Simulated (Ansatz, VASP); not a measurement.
## BiO6 in VASP and in Ansatz

```
Bi O
1.0
     4.32190    0.00000    0.00000
     0.00000    4.32190    0.00000
     0.00000    0.00000    4.32190
Bi O
1 6
Direct
  0.00000 0.00000 0.00000
  0.19873 0.50000 0.50000
  0.50000 0.80127 0.50000
  0.50000 0.19873 0.50000
  0.80127 0.50000 0.50000
  0.50000 0.50000 0.19873
  0.50000 0.50000 0.80127
```

Change from the starting cell: species swapped into the DyB6 type (Pm-3m, No. 221).

Alike in both runs: task relaxation of cell and atoms; functional PBE; k mesh 4 × 4 × 4; occupations gaussian, width 0.1 eV; no spin polarisation.

|  | VASP | Ansatz |
| --- | --- | --- |
| version | VASP 6.6.1 | Ansatz 0.2.0 |
| potentials or method | VASP PAW PBE potentials, release 64 (Bi_d, O) | scalar-relativistic, plane waves, PAW |
| plane-wave cutoff (eV) | 600 | 420 |
| valence electrons in the cell | 51 | 51 |

```csv
,VASP,Ansatz,Ansatz less VASP
"gap on the k mesh at the Fermi level, each at its own relaxed structure (eV)",none,none,-
relaxed volume (Å³/atom),16.33,16.81,+0.480
relaxed cell length with the largest relative difference (Å),4.853,4.900,+0.0471
energy change over the relaxation (meV/atom),-1276,-1345,-68.6
```

A gap of «none» marks a metal or a gap that the smearing closes.

Caveats: the k mesh is coarse (spacing up to 0.36 Å⁻¹), so the values aren't converged; the volume moved by over 15 % at a fixed basis, so the end points are rough; spin-orbit coupling is left out, which moves the levels of the heavy elements; an odd number of electrons without spin polarisation forces a metal; a magnetic or distorted state may lie lower.
